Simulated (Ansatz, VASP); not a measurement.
Zn3BH4: VASP beside Ansatz

```
Zn B H
1.0
     4.58464    0.00000    0.00000
     0.00000    4.58464    0.00000
     0.00000    0.00000    4.58464
Zn B H
3 1 4
Direct
  0.00000 0.00000 0.50000
  0.00000 0.50000 0.00000
  0.50000 0.00000 0.00000
  0.50000 0.50000 0.50000
  0.65521 0.65521 0.34479
  0.65521 0.34479 0.65521
  0.34479 0.65521 0.65521
  0.34479 0.34479 0.34479
```

Change from the starting cell: species swapped into the MgZn3S4 type (P-43m, No. 215).

Alike in both runs: functional PBE; k mesh 8 × 8 × 8; occupations gaussian, width 0.1 eV; no spin polarisation.

Ansatz relaxed the structure, and its values are those at the end. VASP's run is a single point on that final structure, the one shown.

|  | VASP | Ansatz |
| --- | --- | --- |
| version | VASP 6.6.1 | Ansatz 0.2.0 |
| potentials or method | VASP PAW PBE potentials, release 64 (Zn, B, H) | scalar-relativistic, plane waves, PAW |
| plane-wave cutoff (eV) | 520 | 420 |
| valence electrons in the cell | 43 | 43 |

```csv
,VASP,Ansatz,Ansatz less VASP
gap on the k mesh at the Fermi level (eV),none,none,-
pressure (GPa),0.0,0.0,+0.04
rms of the force components (eV/Å),0.004,0.001,-0.0031
```

A gap of «none» marks a metal or a gap that the smearing closes.
